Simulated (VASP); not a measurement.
```cif
data_Zr2
_chemical_formula_sum 'Zr2'
_space_group_name_H-M_alt 'P63/mmc'
_space_group_IT_number 194
_space_group_name_Hall '-P 6c 2c'
_cell_length_a 3.22889
_cell_length_b 3.22889
_cell_length_c 5.17331
_cell_angle_alpha 90.000
_cell_angle_beta 90.000
_cell_angle_gamma 120.000
loop_
_atom_site_label
_atom_site_type_symbol
_atom_site_symmetry_multiplicity
_atom_site_Wyckoff_symbol
_atom_site_fract_x
_atom_site_fract_y
_atom_site_fract_z
_atom_site_occupancy
Zr1 Zr 2 c 0.33333 0.66667 0.25000 1
```

Level of theory: PBE GGA, VASP's PBE PAW potentials (set 64) (plane waves; VASP). Settings: 480 eV cut-off, 12×12×8 Γ-centred mesh, first-order Methfessel-Paxton smearing of 0.10 eV, potentials Zr_sv.

Each relaxation starts from this cell; other phases were not tried.

**Question.** The cell is relaxed at 15 GPa. What happens?

**Answer.** The volume per atom goes from 23.35 to 20.52 Å³ (-12.1 %), and the cell becomes a = b = 3.0874 Å, c = 4.9719 Å, α = β = 90.00°, γ = 120.00°, space group P6_3/mmc.

**Question.** The cell is relaxed at 30 GPa. What happens?

**Answer.** The volume per atom goes from 23.35 to 18.60 Å³ (-20.4 %), and the cell becomes a = 2.956 Å, b = 2.956 Å, c = 4.916 Å, α = 90.00°, β = 90.00°, γ = 120.00°, space group P6_3/mmc.

Failed runs are left out, and for metals the shear rows, which the mesh's noise covers.

The compound is Zr in the hcp structure.
